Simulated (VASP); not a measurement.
# Ta19W in VASP: single point with LDA

Aim: the single point of Ta19W with LDA.

Program: VASP 6.6.1. These are calculated values, not measurements. Logs are shortened: lines on timing, memory, paths and dates and some standing lists are left out, and cuts for length are marked.

## 1. The slab as given

The cell holds a slab with vacuum, 20 atoms: a = 5.634 Å, b = 5.634 Å, c = 21.200 Å, α = 90.00°, β = 90.00°, γ = 109.47°.

The cell was built by a generator and needn't be a form met in nature.

## 2. Single point, LDA

The input, INCAR:

```
SYSTEM = Ta19W
PREC = Accurate
ENCUT = 520
EDIFF = 1E-6
ISMEAR = 1
SIGMA = 0.1
LREAL = Auto
LASPH = .True.
NELM = 100
ALGO = Fast
ISIF = 2
LWAVE = .False.
LCHARG = .True.
LDIPOL = .True.
IDIPOL = 3
DIPOL = 0.5 0.5 0.500
LELF = .True.
LVHAR = .True.
LVACPOTAV = .True.
NBANDS = 128
```

The input, KPOINTS:

```
Automatic mesh
0
Gamma
  5 5 1
  0 0 0
```

The input, POSCAR:

```
Ta19W
1.0
    5.6338675160      0.0000000144      0.0000000000
   -1.8779558582      5.3116612263      0.0000000000
    0.0000000000      0.0000000000     21.2000265128
Ta W
19 1
Direct
    0.0000000000      0.0000000000      0.2884082379
    0.0000000000      0.5000000000      0.2879193942
    0.5000000000      0.0000000000      0.2879193942
    0.5000000000      0.5000000000      0.2878115724
    0.2495234993      0.2495234993      0.3918416950
    0.2504454055      0.7495545945      0.3920474307
    0.7495545945      0.2504454055      0.3920474307
    0.7504765007      0.7504765007      0.3918416950
    0.5000000000      0.5000000000      0.5001183978
    0.5000000000      0.0000000000      0.5001827686
    1.0000000000      0.5000000000      0.5001827686
    0.0000000000      0.0000000000      0.4999105107
    0.7522221511      0.7522221511      0.6089973193
    0.7481061656      0.2518938344      0.6082181299
    0.2518938344      0.7481061656      0.6082181299
    0.2477778489      0.2477778489      0.6089973193
    0.0000000000      0.5000000000      0.7122433191
    0.5000000000      0.0000000000      0.7122433191
    0.5000000000      0.5000000000      0.7127836620
    0.0000000000      0.0000000000      0.7080675056
```

Potentials or basis: VASP PAW LDA potentials, release 64 (Ta_pv, W_sv).

The run is started by

```
$ cat potpaw_LDA.64/Ta_pv/POTCAR potpaw_LDA.64/W_sv/POTCAR > POTCAR
$ mpirun -np 1 vasp_std > vasp.out
```

OUTCAR:

```text
SYSTEM = Ta19W
   PREC = Accurate
   ENCUT = 520
   EDIFF = 1E-6
   ISMEAR = 1
   LREAL = Auto
   LASPH = .True.
   NELM = 100
   ISIF = 2

 ion  position               nearest neighbor table
   1  0.000  0.000  0.288-   5 2.73   8 2.73   3 2.82   3 2.82   2 2.82   2 2.82   7 3.18   6 3.18
                             4 3.25   4 3.25
   2  0.000  0.500  0.288-   6 2.74   7 2.74   4 2.82   4 2.82   1 2.82   1 2.82   5 3.18   8 3.18
                             3 3.25   3 3.25
   3  0.500  0.000  0.288-   6 2.74   7 2.74   4 2.82   4 2.82   1 2.82   1 2.82   5 3.18   8 3.18
                             2 3.25   2 3.25
   4  0.500  0.500  0.288-   5 2.74   8 2.74   2 2.82   2 2.82   3 2.82   3 2.82   7 3.19   6 3.19
                             1 3.25   1 3.25
   5  0.250  0.250  0.392-   1 2.73   4 2.74  12 2.81   9 2.82   7 2.82   6 2.82   7 2.82   6 2.82
                             3 3.18   2 3.18   8 3.25  10 3.25  11 3.25   8 3.26
   6  0.250  0.750  0.392-   2 2.74   3 2.74  11 2.81  10 2.81   8 2.82   5 2.82   8 2.82   5 2.82
                             1 3.18   4 3.19   9 3.24  12 3.25   7 3.25   7 3.25
   7  0.750  0.250  0.392-   2 2.74   3 2.74  11 2.81  10 2.81   5 2.82   8 2.82   5 2.82   8 2.82
                             1 3.18   4 3.19   9 3.24  12 3.25   6 3.25   6 3.25
   8  0.750  0.750  0.392-   1 2.73   4 2.74  12 2.81   9 2.82   6 2.82   7 2.82   6 2.82   7 2.82
                             3 3.18   2 3.18   5 3.25  10 3.25  11 3.25   5 3.26
   9  0.500  0.500  0.500-   5 2.82   8 2.82  11 2.82  11 2.82  10 2.82  10 2.82  13 2.83  16 2.83
[... 9 lines left out ...]
  14  0.748  0.252  0.608-  17 2.74  18 2.74  11 2.81  10 2.81  16 2.81  13 2.81  16 2.82  13 2.82
                            20 3.14  19 3.18   9 3.23  15 3.25  15 3.25  12 3.26
  15  0.252  0.748  0.608-  17 2.74  18 2.74  11 2.81  10 2.81  13 2.81  16 2.81  13 2.82  16 2.82
                            20 3.14  19 3.18   9 3.23  14 3.25  14 3.25  12 3.26
  16  0.248  0.248  0.609-  20 2.65  19 2.74  14 2.81  15 2.81  12 2.82  14 2.82  15 2.82   9 2.83
                            18 3.18  17 3.18  13 3.22  10 3.26  11 3.26  13 3.28
  17  0.000  0.500  0.712-  14 2.74  15 2.74  19 2.82  19 2.82  20 2.82  20 2.82  13 3.18  16 3.18
                            18 3.25  18 3.25
  18  0.500  0.000  0.712-  14 2.74  15 2.74  19 2.82  19 2.82  20 2.82  20 2.82  13 3.18  16 3.18
                            17 3.25  17 3.25
  19  0.500  0.500  0.713-  13 2.74  16 2.74  17 2.82  17 2.82  18 2.82  18 2.82  15 3.18  14 3.18
                            20 3.25  20 3.25
  20  0.000  0.000  0.708-  13 2.65  16 2.65  18 2.82  18 2.82  17 2.82  17 2.82  15 3.14  14 3.14
                            19 3.25  19 3.25

  LATTYP: Found a base centered orthorhombic cell.
 ALAT       =     6.5054298488
 B/A-ratio  =     1.4142135641
 C/A-ratio  =     3.2588202480

  Lattice vectors:

 A1 = (   5.6338675160,   0.0000000144,   0.0000000000)
 A2 = (  -1.8779558582,   5.3116612263,   0.0000000000)
 A3 = (   0.0000000000,   0.0000000000,  21.2000265128)

Analysis of symmetry for initial positions (statically):
=====================================================================
 Subroutine PRICEL returns:
 Original cell was already a primitive cell.

 Routine SETGRP: Setting up the symmetry group for a
 base centered orthorhombic supercell.

 Subroutine GETGRP returns: Found  4 space group operations
 (whereof  4 operations were pure point group operations)
 out of a pool of  8 trial point group operations.

The static configuration has the point symmetry C_2v.

Analysis of symmetry for dynamics (positions and initial velocities):
=====================================================================
 Subroutine PRICEL returns:
 Original cell was already a primitive cell.

 Routine SETGRP: Setting up the symmetry group for a
 base centered orthorhombic supercell.

 Subroutine GETGRP returns: Found  4 space group operations
 (whereof  4 operations were pure point group operations)
 out of a pool of  8 trial point group operations.

The dynamic configuration has the point symmetry C_2v.

 Subroutine INISYM returns: Found  4 space group operations
 (whereof  4 operations are pure point group operations),
 and found     1 'primitive' translations

----------------------------------------------------------------------------------------

                                     Primitive cell

  volume of cell :     634.4149

  direct lattice vectors                    reciprocal lattice vectors
     5.633867516  0.000000014  0.000000000     0.177497961  0.062755007  0.000000000
    -1.877955858  5.311661226  0.000000000    -0.000000000  0.188265019  0.000000000
     0.000000000  0.000000000 21.200026513     0.000000000  0.000000000  0.047169752

  length of vectors
[... 60 lines left out ...]
     0.000000000  0.000000000  0.047169752     0.000000000  0.000000000  1.000000000

  Length of vectors
     0.037653004  0.037653004  0.047169752

  Shift w.r.t. Gamma in fractional coordinates (k-lattice)
     0.000000000  0.000000000  0.000000000

 Subroutine IBZKPT returns following result:
 ===========================================

 Found      9 irreducible k-points:

 Following reciprocal coordinates:
            Coordinates               Weight
  0.000000  0.000000  0.000000      1.000000
  0.200000  0.000000  0.000000      4.000000
  0.400000  0.000000  0.000000      4.000000
  0.200000  0.200000  0.000000      2.000000
  0.400000  0.200000  0.000000      4.000000
 -0.400000  0.200000  0.000000      4.000000
 -0.200000  0.200000  0.000000      2.000000
  0.400000  0.400000  0.000000      2.000000
 -0.400000  0.400000  0.000000      2.000000
   k-points           NKPTS =      9   k-points in BZ     NKDIM =      9   number of bands    NBANDS=    128
   number of dos      NEDOS =    301   number of ions     NIONS =     20
   total plane-waves  NPLWV = 282240
   dimension x,y,z NGX =    42 NGY =   42 NGZ =  160
   dimension x,y,z NGXF=    84 NGYF=   84 NGZF=  320
   ions per type =              19   1
   NGX,Y,Z   is equivalent  to a cutoff of  12.39, 12.39, 12.55 a.u.
   NGXF,Y,Z  is equivalent  to a cutoff of  24.79, 24.79, 25.09 a.u.
 SYSTEM =  Ta19W
   PREC   = accura    normal or accurate (medium, high low for compatibility)
   ISTART =      0    job   : 0-new  1-cont  2-samecut
   ICHARG =      2    charge: 1-file 2-atom 10-const
   ISPIN  =      1    spin polarized calculation?
   LNONCOLLINEAR =      F non collinear calculations
   LSORBIT =      F    spin-orbit coupling
   LASPH  =      T    aspherical Exc in radial PAW
   ENCUT  =  520.0 eV  38.22 Ry    6.18 a.u.  10.48 10.48 39.42*2*pi/ulx,y,z
   NELM   =    100;   NELMIN=  2; NELMDL= -5     # of ELM steps
   EDIFF  = 0.1E-05   stopping-criterion for ELM
   LREAL  =      T    real-space projection
   EDIFFG = 0.1E-04   stopping-criterion for IOM
   NSW    =      0    number of steps for IOM
[... 5 lines left out ...]
   TEBEG  =    0.0;   TEEND  =   0.0 temperature during run
   PSTRESS=    0.0 pullay stress
   NELECT =     223.0000    total number of electrons
   NUPDOWN=      -1.0000    fix difference up-down
   EMIN   =  10.00;   EMAX   =-10.00  energy-range for DOS
   EFERMI =   0.00;   METHOD = LEGACY
   ISMEAR =     1;   SIGMA  =   0.10  broadening in eV -4-tet -1-fermi 0-gaus
   EFERMI_NEDOS =   21; number of points for ismear=-14 and -15
   IALGO  =     68    algorithm
   IMIX   =      4    mixing-type and parameters
     AMIX     =   0.40;   BMIX     =  1.00
     AMIX_MAG =   1.60;   BMIX_MAG =  1.00
  volume/ion in A,a.u.               =      31.72       214.06
  Fermi-wavevector in a.u.,A,eV,Ry     =   1.155364  2.183320 18.161939  1.334865
  Thomas-Fermi vector in A             =   2.291993
   LORBIT       =      0    0 simple, 1 ext, 2 COOP (PROOUT), +10 PAW based schemes
   GGA     = CA    functional components
   LHFCALC =     F    Hartree Fock is set to
   AEXX    =    0.0000 exact exchange contribution
   IVDW    =     0    specifies the selected vdW correction
   LEPSILON=     F    determine dielectric tensor
   LRPA    =     F    only Hartree local field effects (RPA)
 non-spin polarized calculation
 RMM-DIIS sequential band-by-band and
 Methfessel and Paxton  Order N= 1 SIGMA  =   0.10
  energy-cutoff  :      520.00
  volume of cell :      634.41
 maximum number of plane-waves:     17140
 NGX is ok and might be reduce to    42
   NGX = 21   NGY = 21   NGZ = 79

 dipolmoment           0.000000      0.000000      0.005470 electrons x Angstroem

 number of electron     222.9999967 magnetization

 dipolmoment           0.000000      0.000000     -0.010821 electrons x Angstroem

 Free energy of the ion-electron system (eV)
  ---------------------------------------------------
  ext. energy  EPLUGINS =         0.00000000
  ---------------------------------------------------
  free energy    TOTEN  =      -247.63841075 eV

  energy without entropy =     -247.63119838  energy(sigma->0) =     -247.63600662

 E-fermi :   1.1635     XC(G=0):  -8.0427

 val. band max:        1.1630120376   @ k =   0.4000   0.2000   0.0000
 cond. band min:       1.1653420286   @ k =  -0.2000   0.2000   0.0000
 fundamental gap:      0.0023299910
 Fermi energy:         1.1634773396

 k-point     1 :       0.0000    0.0000    0.0000
  band No.  band energies     occupation
      1     -71.7702      2.00000
      2     -36.3477      2.00000
      3     -36.2878      2.00000
      4     -36.2805      2.00000
      5     -33.2214      2.00000
      6     -33.1310      2.00000
[... 1123 lines left out ...]
    122       2.1442     -0.00000
    123       2.3570     -0.00000
 [bands above 123 left out]

------------------------ aborting loop because EDIFF is reached ----------------------------------------

  FORCE on cell =-STRESS in cart. coord.  units (eV):
  Direction    XX          YY          ZZ          XY          YZ          ZX
  --------------------------------------------------------------------------------------
  -------------------------------------------------------------------------------------
  Total       -9.8398195     -8.7277998      1.4574042      1.5726333      0.0000000      0.0000000
  in kB      -24.8498810    -22.0415411      3.6805879      3.9715923      0.0000000      0.0000000
  external PRESSURE =     -14.4036114 kB  Pullay stress =       0.0000000 kB

 VOLUME and BASIS-vectors are now :
 -----------------------------------------------------------------------------
  energy-cutoff  :      520.00
  volume of cell :      634.41
      direct lattice vectors                 reciprocal lattice vectors
     5.633867516  0.000000014  0.000000000     0.177497961  0.062755007  0.000000000
    -1.877955858  5.311661226  0.000000000    -0.000000000  0.188265019  0.000000000
     0.000000000  0.000000000 21.200026513     0.000000000  0.000000000  0.047169752

 POSITION                                       TOTAL-FORCE (eV/Angst)
 -----------------------------------------------------------------------------------
      0.00000      0.00000      6.11426         0.000000      0.000000     -0.054305
     -0.93898      2.65583      6.10390         0.000000      0.000000     -0.019377
      2.81693      0.00000      6.10390         0.000000      0.000000     -0.019377
      1.87796      2.65583      6.10161         0.000000      0.000000     -0.080844
      0.93719      1.32538      8.30705         0.021612      0.030563     -0.009365
      0.00335      3.98138      8.31142        -0.020092      0.014207      0.004528
[... 12 lines left out ...]
      1.87796      2.65583     15.11103         0.000000      0.000000      0.040120
      0.00000      0.00000     15.01105         0.000000      0.000000      0.078665
 -----------------------------------------------------------------------------------
    total drift:                                0.000000      0.000000      0.005781

  FREE ENERGIE OF THE ION-ELECTRON SYSTEM (eV)
  ---------------------------------------------------
  free  energy   TOTEN  =      -247.6384107475 eV

  energy  without entropy=     -247.6311983790  energy(sigma->0) =     -247.63600662

 vacuum level on the upper side and lower side of the slab         6.078         6.142
```

Wall time 22 min (1 thread of Intel Xeon 6975P-C (Granite Rapids), shared host); peak memory 0.73 GiB.

What came out:

* Free energy: -247.6384 eV
* Largest force: 0.081 eV/Å
* Band gap on the k mesh: none (metal or under the smearing width)
* Work function of the upper face: 4.91 eV
* Work function of the lower face: 4.98 eV

Forces on the atoms (eV/Å):
```
Ta   0.000  0.000 -0.054
Ta   0.000  0.000 -0.019
Ta   0.000  0.000 -0.019
Ta   0.000  0.000 -0.081
Ta   0.022  0.031 -0.009
Ta  -0.020  0.014  0.005
Ta   0.020 -0.014  0.005
Ta  -0.022 -0.031 -0.009
Ta   0.000  0.000 -0.012
Ta   0.000  0.000  0.019
Ta   0.000  0.000  0.019
Ta   0.000  0.000  0.000
Ta   0.002  0.003 -0.017
Ta  -0.001  0.001  0.003
Ta   0.001 -0.001  0.003
Ta  -0.002 -0.003 -0.017
Ta   0.000  0.000  0.035
Ta   0.000  0.000  0.035
Ta   0.000  0.000  0.040
W    0.000  0.000  0.079
```

Levels at points of the mesh, in eV from the Fermi level:
```tsv
k point	band 108	band 109	band 110	band 111	band 112	band 113	band 114	band 115
(0.00, 0.00, 0.00)	0.34	0.45	0.47	0.63	0.69	0.71	0.95	1.10
```

The run has no spin-orbit coupling, so splittings on Ta, W are missing.
